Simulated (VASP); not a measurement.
Given:

```xyz
6
Lattice="4.0075 0.0000 0.0000 -2.0038 3.4706 0.0000 0.0000 0.0000 4.8257" Properties=species:S:1:pos:R:3 pbc="T T T"
Fe     0.0000     0.0000     0.0000
Fe     0.0000     0.0000     2.4129
Fe     2.0038     1.1569     3.6193
Fe     0.0000     2.3137     1.2064
Ge     2.0038     1.1569     1.2064
Ge     0.0000     2.3137     3.6193
```

All values below come from LDA (Ceperley-Alder, Perdew-Zunger), VASP's LDA PAW potentials (set 64) (plane waves; VASP 6.6.1). Numerical set-up: 400 eV cut-off, Gaussian smearing of 0.050 eV, potentials Fe Ge_d.

The run has a spin-polarised start.

Problem. Give the spin-up energies of bands 23 to 36 at the high-symmetry points, in eV from the Fermi level.

Solution. 
```json
[
 {"band": "23", "Γ": "-1.39", "M": "-2.48", "K": "-2.28", "A": "-1.81", "L": "-2.44", "H": "-2.54"},
 {"band": "24", "Γ": "-1.39", "M": "-2.38", "K": "-2.10", "A": "-1.81", "L": "-2.44", "H": "-2.54"},
 {"band": "25", "Γ": "-1.29", "M": "-1.64", "K": "-2.04", "A": "-1.27", "L": "-1.85", "H": "-1.72"},
 {"band": "26", "Γ": "-1.28", "M": "-1.61", "K": "-1.67", "A": "-1.27", "L": "-1.85", "H": "-1.72"},
 {"band": "27", "Γ": "-1.28", "M": "-1.61", "K": "-1.67", "A": "-1.27", "L": "-1.34", "H": "-1.65"},
 {"band": "28", "Γ": "-1.03", "M": "-1.52", "K": "-1.24", "A": "-1.27", "L": "-1.34", "H": "-1.65"},
 {"band": "29", "Γ": "-1.03", "M": "-1.30", "K": "-1.22", "A": "-0.58", "L": "-1.32", "H": "-1.39"},
 {"band": "30", "Γ": "-0.24", "M": "-0.98", "K": "-1.22", "A": "-0.58", "L": "-1.32", "H": "-1.39"},
 {"band": "31", "Γ": "-0.24", "M": "-0.94", "K": "-1.00", "A": "-0.58", "L": "-1.07", "H": "-0.53"},
 {"band": "32", "Γ": "-0.05", "M": "-0.58", "K": "-1.00", "A": "-0.58", "L": "-1.07", "H": "-0.53"},
 {"band": "33", "Γ": "0.61", "M": "-0.20", "K": "-0.95", "A": "2.03", "L": "-0.22", "H": "-0.44"},
 {"band": "34", "Γ": "2.74", "M": "-0.16", "K": "-0.09", "A": "2.03", "L": "-0.22", "H": "-0.44"},
 {"band": "35", "Γ": "3.14", "M": "-0.04", "K": "1.14", "A": "3.88", "L": "1.60", "H": "0.40"},
 {"band": "36", "Γ": "3.28", "M": "1.66", "K": "1.14", "A": "3.88", "L": "1.60", "H": "0.40"}
]
```

Problem. Give the spin-down energies of bands 23 to 36 at the high-symmetry points, in eV from the Fermi level.

Solution. 
```json
[
 {"band": "23", "Γ": "-0.48", "M": "-1.18", "K": "-1.18", "A": "-0.58", "L": "-1.16", "H": "-1.30"},
 {"band": "24", "Γ": "-0.48", "M": "-1.01", "K": "-0.93", "A": "-0.58", "L": "-1.16", "H": "-1.30"},
 {"band": "25", "Γ": "-0.34", "M": "-0.93", "K": "-0.93", "A": "0.27", "L": "-0.67", "H": "-0.78"},
 {"band": "26", "Γ": "0.39", "M": "-0.90", "K": "-0.67", "A": "0.27", "L": "-0.67", "H": "-0.78"},
 {"band": "27", "Γ": "0.39", "M": "-0.37", "K": "-0.40", "A": "0.27", "L": "-0.10", "H": "-0.04"},
 {"band": "28", "Γ": "0.56", "M": "0.09", "K": "-0.40", "A": "0.27", "L": "-0.10", "H": "-0.04"},
 {"band": "29", "Γ": "0.56", "M": "0.29", "K": "-0.10", "A": "0.53", "L": "-0.05", "H": "0.25"},
 {"band": "30", "Γ": "0.57", "M": "0.34", "K": "0.09", "A": "0.53", "L": "-0.05", "H": "0.25"},
 {"band": "31", "Γ": "1.21", "M": "0.45", "K": "0.09", "A": "0.53", "L": "0.44", "H": "0.56"},
 {"band": "32", "Γ": "1.21", "M": "0.53", "K": "0.68", "A": "0.53", "L": "0.44", "H": "0.56"},
 {"band": "33", "Γ": "2.25", "M": "0.55", "K": "0.68", "A": "2.46", "L": "0.87", "H": "0.57"},
 {"band": "34", "Γ": "3.11", "M": "1.20", "K": "1.44", "A": "2.46", "L": "0.87", "H": "0.57"},
 {"band": "35", "Γ": "3.16", "M": "1.46", "K": "2.08", "A": "4.59", "L": "2.65", "H": "1.62"},
 {"band": "36", "Γ": "4.16", "M": "2.56", "K": "2.08", "A": "4.59", "L": "2.65", "H": "1.62"}
]
```

It has no gap at this level: it comes out as a metal or semimetal.

The structure comes from a computed database's Fe2Ge entry (P6_3/mmc); how it stands against other phases isn't given here. It was relaxed first, which changed the volume by -9 %.
